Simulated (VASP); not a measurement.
Calculation: vdW-DF2, VASP's PBE PAW potentials (set 64) (plane waves; VASP).

A VASP calculation is set up with these files.

### POSCAR
```
CdS
1
    2.1295902280    -3.6885582843     0.0000000000
    2.1295902280     3.6885582843     0.0000000000
    0.0000000000     0.0000000000     6.9335917972
Cd S
2 2
Direct
  0.6666670000   0.3333330000   0.5001337075
  0.3333330000   0.6666670000   0.0001337075
  0.6666670000   0.3333330000   0.8768662925
  0.3333330000   0.6666670000   0.3768662925
```

### KPOINTS
```
Automatic mesh
0
Gamma
6 6 3
0 0 0
```

**INCAR**
```
# general
SYSTEM   = CdS
PREC     = Accurate
ENCUT    = 520
LREAL    = .False.
LASPH    = .True.

# electronic loop
EDIFF    = 1E-7
NELM     = 100
ALGO     = Normal
LMAXMIX  = 4

# smearing
ISMEAR   = 0
SIGMA    = 0.05

# functional
GGA      = ML
LUSE_VDW = .True.
AGGAC    = 0.0
ZAB_VDW  = -1.8867

# ions
IBRION   = 2
NSW      = 30
ISIF     = 4
EDIFFG   = -0.01

# output
LWAVE    = .False.
LCHARG   = .False.
```

POTCAR, in this order: Cd S (PBE.64 set). Program: vasp_std.

Output of the run:

### OUTCAR
```
 ion  position               nearest neighbor table
   1  0.667  0.333  0.500-   4 2.60   4 2.60   4 2.60   3 2.61
   2  0.333  0.667  0.000-   3 2.60   3 2.60   3 2.60   4 2.61
   3  0.667  0.333  0.877-   2 2.60   2 2.60   2 2.60   1 2.61
   4  0.333  0.667  0.377-   1 2.60   1 2.60   1 2.60   2 2.61
  LATTYP: Found a hexagonal cell.
 ALAT       =     4.2591802915
 C/A-ratio  =     1.6279169518
 Subroutine PRICEL returns:
 Original cell was already a primitive cell.
 Subroutine GETGRP returns: Found 12 space group operations
The static configuration has the point symmetry C_3v.
 The point group associated with its full space group is C_6v.
The dynamic configuration has the point symmetry C_3v.
 Subroutine INISYM returns: Found 12 space group operations
 Subroutine IBZKPT returns following result:
 Found     14 irreducible k-points:

 Following reciprocal coordinates:
            Coordinates               Weight
  0.000000  0.000000  0.000000      1.000000
  0.166667  0.000000  0.000000      6.000000
  0.333333  0.000000  0.000000      6.000000
  0.500000  0.000000  0.000000      3.000000
  0.166667  0.166667  0.000000      6.000000
...
```

OSZICAR:
```
       N       E                     dE             d eps       ncg     rms          rms(c)
DAV:   1     0.256920818192E+03    0.25692E+03   -0.17634E+04   616   0.148E+03
DAV:   2     0.116762435672E+02   -0.24524E+03   -0.23846E+03   688   0.350E+02
DAV:   3    -0.342610168307E+01   -0.15102E+02   -0.15043E+02   742   0.855E+01
DAV:   4    -0.360130750224E+01   -0.17521E+00   -0.17512E+00   720   0.954E+00
DAV:   5    -0.360447197112E+01   -0.31645E-02   -0.31643E-02   748   0.125E+00    0.921E+00
DAV:   6    -0.211757900443E+01    0.14869E+01   -0.38810E+00   736   0.173E+01    0.758E+00
DAV:   7    -0.211422815434E+01    0.33509E-02   -0.77546E-01   688   0.517E+00    0.443E+00
DAV:   8    -0.211336961631E+01    0.85854E-03   -0.83941E-02   696   0.288E+00    0.373E-01
DAV:   9    -0.210929136345E+01    0.40783E-02   -0.21324E-02   778   0.152E+00    0.113E-01
DAV:  10    -0.210954995232E+01   -0.25859E-03   -0.15065E-03   682   0.287E-01    0.794E-02
DAV:  11    -0.210960172930E+01   -0.51777E-04   -0.14123E-04   730   0.859E-02    0.620E-02
DAV:  12    -0.210960767434E+01   -0.59450E-05   -0.75217E-05   688   0.617E-02    0.502E-03
DAV:  13    -0.210960634707E+01    0.13273E-05   -0.63080E-06   718   0.235E-02    0.291E-03
DAV:  14    -0.210960598482E+01    0.36225E-06   -0.35123E-07   732   0.674E-03    0.208E-03
DAV:  15    -0.210960585429E+01    0.13053E-06   -0.45347E-08   404   0.259E-03    0.514E-04
DAV:  16    -0.210960588367E+01   -0.29381E-07   -0.95958E-09   392   0.658E-04
   1 F= -.21096059E+01 E0= -.21096059E+01  d E =-.210961E+01
       N       E                     dE             d eps       ncg     rms          rms(c)
DAV:   1    -0.210973879958E+01   -0.13295E-03   -0.18728E-02   628   0.906E-01    0.439E-02
DAV:   2    -0.210970477114E+01    0.34028E-04   -0.23464E-04   726   0.125E-01    0.245E-02
DAV:   3    -0.210968538500E+01    0.19386E-04   -0.23610E-05   724   0.392E-02    0.998E-03
DAV:   4    -0.210968297566E+01    0.24093E-05   -0.46073E-06   762   0.179E-02    0.471E-03
DAV:   5    -0.210968295848E+01    0.17185E-07   -0.37066E-07   638   0.493E-03
   2 F= -.21096830E+01 E0= -.21096830E+01  d E =-.770748E-04
       N       E                     dE             d eps       ncg     rms          rms(c)
DAV:   1    -0.211034392790E+01   -0.66095E-03   -0.16861E-01   616   0.272E+00    0.132E-01
DAV:   2    -0.211003986521E+01    0.30406E-03   -0.21432E-03   720   0.375E-01    0.734E-02
DAV:   3    -0.210986556637E+01    0.17430E-03   -0.21117E-04   718   0.117E-01    0.303E-02
DAV:   4    -0.210984323072E+01    0.22336E-04   -0.41463E-05   762   0.538E-02    0.141E-02
DAV:   5    -0.210984279225E+01    0.43847E-06   -0.34558E-06   712   0.150E-02    0.418E-03
DAV:   6    -0.210984271844E+01    0.73813E-07   -0.33100E-07   706   0.447E-03
   3 F= -.21098427E+01 E0= -.21098427E+01  d E =-.236835E-03
```

### OUTCAR
```
------------------------ aborting loop because EDIFF is reached ----------------------------------------
  FORCE on cell =-STRESS in cart. coord.  units (eV):
  Direction    XX          YY          ZZ          XY          YZ          ZX
  --------------------------------------------------------------------------------------
  Total        1.0382647      1.0382646      1.0688452      0.0000000     -0.0000000     -0.0000000
  in kB       15.2713598     15.2713581     15.7211539      0.0000000     -0.0000000     -0.0000000
  external PRESSURE =      15.4212906 kB  Pullay stress =       0.0000000 kB
  volume of cell :      108.93
      direct lattice vectors                 reciprocal lattice vectors
     2.127744470 -3.685361318  0.000000000     0.234990624 -0.135671908  0.000000000
     2.127744470  3.685361318  0.000000000     0.234990624  0.135671908  0.000000000
     0.000000000  0.000000000  6.945626442     0.000000000  0.000000000  0.143975494
  FREE ENERGIE OF THE ION-ELECTRON SYSTEM (eV)
  ---------------------------------------------------
  free  energy   TOTEN  =        -2.1098427184 eV

  energy  without entropy=       -2.1098427184  energy(sigma->0) =       -2.10984272

 reached required accuracy - stopping structural energy minimisation
```
(Selected blocks of OUTCAR.)

### CONTCAR
```
CdS
   1.00000000000000
     2.1277444695954975   -3.6853613182375704    0.0000000000000000
     2.1277444695954975    3.6853613182375704    0.0000000000000000
     0.0000000000000000    0.0000000000000000    6.9456264416156088
  Cd              S
     2     2
Direct
     0.6666669999999968    0.3333330000000032    0.5006240546174747
     0.3333330000000032    0.6666669999999968    0.0006240546174748
     0.6666669999999968    0.3333330000000032    0.8763759453825206
     0.3333330000000032    0.6666669999999968    0.3763759453825206
```

File OUTCAR:
```
 val. band max:        0.4909919633   @ k =   0.0000   0.0000   0.0000

 cond. band min:       1.2652316121   @ k =   0.0000   0.0000   0.0000


 Fermi energy:         0.7627858390

 k-point     1 :       0.0000    0.0000    0.0000
  band No.  band energies     occupation
      1     -11.3958      2.00000
      2     -11.0536      2.00000
      3      -7.0072      2.00000
      4      -6.9988      2.00000
      5      -6.9988      2.00000
      6      -6.9353      2.00000
      7      -6.9353      2.00000
      8      -6.7011      2.00000
      9      -6.7011      2.00000
     10      -6.6342      2.00000
     11      -6.6342      2.00000
     12      -6.3733      2.00000
     13      -3.3601      2.00000
     14      -0.1303      2.00000
     15      -0.1303      2.00000
     16       0.4457      2.00000
     17       0.4910      2.00000
     18       0.4910      2.00000
     19       1.2652      0.00000
     20       3.0424      0.00000
     21       6.9336      0.00000
     22       6.9337      0.00000

 k-point     2 :       0.1667    0.0000    0.0000
  band No.  band energies     occupation
      1     -11.3194      2.00000
      2     -11.0204      2.00000
      3      -6.9821      2.00000
      4      -6.9704      2.00000
      5      -6.9360      2.00000
      6      -6.8988      2.00000
      7      -6.8948      2.00000
      8      -6.7158      2.00000
      9      -6.6994      2.00000
     10      -6.6594      2.00000
     11      -6.6284      2.00000
     12      -6.3239      2.00000
     13      -3.2062      2.00000
     14      -1.0050      2.00000
     15      -0.6885      2.00000
     16      -0.3953      2.00000
     17       0.2828      2.00000
     18       0.3356      2.00000
     19       2.4396      0.00000
     20       3.8495      0.00000
     21       6.1714      0.00000
     22       7.1884      0.00000

 k-point     3 :       0.3333    0.0000    0.0000
  band No.  band energies     occupation
      1     -11.1551      2.00000
...
```

The compound is CdS in the wurtzite structure. This cell is one point of a volume scan, at 0.97 of the reference volume. Symmetry was kept, so distortions that lower it aren't found.
